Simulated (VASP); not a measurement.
Write the native input for VASP 6.6.1 that does the following.

* Task: relaxation of cell and atoms
* Functional: PBE
* Potentials or basis: VASP PAW PBE potentials, release 64 (Sr_sv, Ru_pv)
* Cutoff: 600 eV
* k mesh: 6 × 6 × 4
* Occupations: gaussian, width 0.1 eV
* Spin: no spin polarisation
* Dipole correction: no
* Further INCAR settings: ALGO = Normal; EDIFF = 1e-06; IBRION = 2; EDIFFG = -0.04; NSW = 90; ISIF = 3

The structure of SrRu2 lies in POSCAR:

```
SrRu2
1.0
    4.0307198998      0.0000000000      0.0000000000
   -2.0153599499      3.4907058288      0.0000000000
    0.0000000000      0.0000000000      5.1060950532
Sr Ru
1 2
Direct
    0.0000000000      0.0000000000      0.5000000000
    0.3333333333      0.6666666667      0.9585076168
    0.6666666667      0.3333333333      0.0414923832
```

The cell was built by a generator and needn't be a form met in nature.

These files were run (other wordings do the same):

INCAR

```
SYSTEM = SrRu2
ALGO = Normal ; EDIFF = 1E-6
EDIFFG = -0.04 ; ENCUT = 600
GGA = PE ; IBRION = 2
ISIF = 3 ; ISMEAR = 0
LASPH = .True. ; LCHARG = .False.
LREAL = .False. ; LWAVE = .False.
NELM = 100 ; NSW = 90
PREC = Accurate ; SIGMA = 0.1
```

KPOINTS

```
k-points
0
Gamma
  6 6 4
  0 0 0
```

Potentials or basis: VASP PAW PBE potentials, release 64 (Sr_sv, Ru_pv).

The run is started by

```console
$ cat potpaw_PBE.64/Sr_sv/POTCAR potpaw_PBE.64/Ru_pv/POTCAR > POTCAR
$ mpirun -np 1 vasp_std > vasp.out
```

Results of the run:

| Item | Value |
| --- | --- |
| Relaxed volume | 23.80 Å³/atom |
| Relaxed cell | a = 4.054 Å, b = 4.054 Å, c = 5.016 Å, α = 90.00°, β = 90.00°, γ = 120.00° |
| Space group after relaxing (to 0.05 Å) | P-3m1 (No. 164) |
| Energy gained by relaxing | 2.5 meV/atom |
| Ionic steps | 5 |
| Pressure after relaxing | 0.0 GPa |
| Band gap on the k mesh | none (metal or under the smearing width) |

It took 54 s on 1 thread of Intel(R) Xeon(R) 6975P-C (Granite Rapids), on a shared host, peak memory 0.23 GiB.
